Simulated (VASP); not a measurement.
Here is the system:

```
CELL_PARAMETERS angstrom
      2.48601     0.00000     0.00000
      0.00000     2.48601     0.00000
      0.00000     0.00000     2.48601
ATOMIC_POSITIONS crystal
  Rh 0.00000 0.00000 0.00000
```

Method: PBEsol GGA, VASP's PBE PAW potentials (set 64) (plane waves; VASP). Run with 400 eV cut-off, 13×13×13 Γ-centred mesh, first-order Methfessel-Paxton smearing of 0.10 eV, potentials Rh_pv.

Problem. The ions, cell shape and volume are relaxed. Give the cell that the relaxation ends in.

Solution. 
```
CELL_PARAMETERS angstrom
      2.49496     0.00000     0.00000
      0.00000     2.49496     0.00000
      0.00000     0.00000     2.49496
ATOMIC_POSITIONS crystal
  Rh 0.00000 0.00000 0.00000
```
Space group Pm-3m (221), at a tolerance of 0.03 Å.

Problem. How do energy and volume change from the first to the last step?

Solution. The energy (σ→0) changes by -1.3 meV/atom and the volume by +1.1 %, in 3 ionic steps.

The structure was generated: Rh was put into the simple-cubic type (Pm-3m), which need not be its known phase. This run relaxes it. Symmetry was kept, so distortions that lower it aren't found.
